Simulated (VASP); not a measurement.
Method: PW91 GGA, VASP's PBE PAW potentials (set 64) (plane waves; VASP).

Input for VASP

File POSCAR:
```
SrTiO3
3.9393130
  0.9999999667   0.0000000000   0.0000000000
  0.0000000000   0.9999999667   0.0000000000
  0.0000000000   0.0000000000   0.9999999667
Sr Ti O
1 1 3
Direct
  0.0000000000   0.0000000000   0.0000000000
  0.5000000000   0.5000000000   0.5000000000
  0.5000000000   0.0000000000   0.5000000000
  0.0000000000   0.5000000000   0.5000000000
  0.5000000000   0.5000000000   0.0000000000
```

**KPOINTS**
```
k-points along high-symmetry lines
15
Line-mode
Reciprocal
  0.000000   0.000000   0.000000 ! GAMMA
  0.000000   0.500000   0.000000 ! X

  0.000000   0.500000   0.000000 ! X
  0.500000   0.500000   0.000000 ! M

  0.500000   0.500000   0.000000 ! M
  0.000000   0.000000   0.000000 ! GAMMA

  0.000000   0.000000   0.000000 ! GAMMA
  0.500000   0.500000   0.500000 ! R

  0.500000   0.500000   0.500000 ! R
  0.000000   0.500000   0.000000 ! X

  0.500000   0.500000   0.500000 ! R
  0.500000   0.500000   0.000000 ! M
```

### INCAR
```
ALGO=Normal
EDIFF=1E-7
ENCUT=520
GGA=91
ICHARG=11
ISMEAR=0
LASPH=T
LCHARG=F
LMAXMIX=4
LORBIT=11
LREAL=F
LWAVE=F
NELM=100
PREC=Accurate
SIGMA=0.05
SYSTEM=SrTiO3
```

POTCAR, in this order: Sr_sv Ti_sv O (PBE.64 set). Program: vasp_std. Read from the step before: CHGCAR.

Output of the run:

OSZICAR:
```
       N       E                     dE             d eps       ncg     rms          rms(c)
DAV:   1     0.414674500376E+03    0.41467E+03   -0.22331E+04  4320   0.187E+03
DAV:   2     0.108370900744E+02   -0.40384E+03   -0.39728E+03  4800   0.491E+02
DAV:   3    -0.370062176273E+02   -0.47843E+02   -0.46020E+02  7064   0.143E+02
DAV:   4    -0.390598718634E+02   -0.20537E+01   -0.20525E+01  5336   0.286E+01
DAV:   5    -0.391419275824E+02   -0.82056E-01   -0.82054E-01  6336   0.474E+00
DAV:   6    -0.391429661078E+02   -0.10385E-02   -0.10385E-02  5600   0.557E-01
DAV:   7    -0.391429924087E+02   -0.26301E-04   -0.26300E-04  6432   0.772E-02
DAV:   8    -0.391429928141E+02   -0.40548E-06   -0.40537E-06  5720   0.911E-03
DAV:   9    -0.391429928241E+02   -0.99703E-08   -0.10272E-07  4224   0.137E-03
   1 F= -.39142993E+02 E0= -.39142993E+02  d E =-.167381E-32
```

File OUTCAR:
```
 val. band max:        3.8717359202   @ k =   0.5000   0.5000   0.5000

 cond. band min:       5.6680233767   @ k =   0.0000   0.0000   0.0000



 k-point     1 :       0.0000    0.0000    0.0000
  band No.  band energies     occupation
      1     -52.5411      2.00000
      2     -28.9156      2.00000
      3     -28.8852      2.00000
      4     -28.8852      2.00000
      5     -28.8852      2.00000
      6     -13.4059      2.00000
      7     -12.4479      2.00000
      8     -12.4479      2.00000
      9     -10.9610      2.00000
     10     -10.9610      2.00000
     11     -10.9610      2.00000
     12       1.0796      2.00000
     13       1.0796      2.00000
     14       1.0796      2.00000
     15       2.7473      2.00000
     16       2.7473      2.00000
     17       2.7473      2.00000
     18       3.5032      2.00000
     19       3.5032      2.00000
     20       3.5032      2.00000
     21       5.6680      0.00000
     22       5.6680      0.00000
     23       5.6680      0.00000
     24       7.9762      0.00000

 k-point     2 :       0.0000    0.0357    0.0000
  band No.  band energies     occupation
      1     -52.5411      2.00000
      2     -28.9193      2.00000
      3     -28.8852      2.00000
      4     -28.8852      2.00000
      5     -28.8821      2.00000
      6     -13.4060      2.00000
      7     -12.4500      2.00000
      8     -12.4477      2.00000
      9     -10.9605      2.00000
     10     -10.9605      2.00000
     11     -10.9516      2.00000
     12       1.0628      2.00000
     13       1.0789      2.00000
     14       1.0789      2.00000
     15       2.7300      2.00000
     16       2.7300      2.00000
     17       2.7357      2.00000
     18       3.4596      2.00000
     19       3.4932      2.00000
     20       3.4932      2.00000
     21       5.6699      0.00000
     22       5.6990      0.00000
     23       5.6990      0.00000
     24       7.9784      0.00000

...
```

The density is held fixed in this step, so its total energy and stress have no physical meaning.

The compound is SrTiO3 in the cubic perovskite structure, the ideal cubic form; the compound distorts at low or room temperature. It was relaxed first.
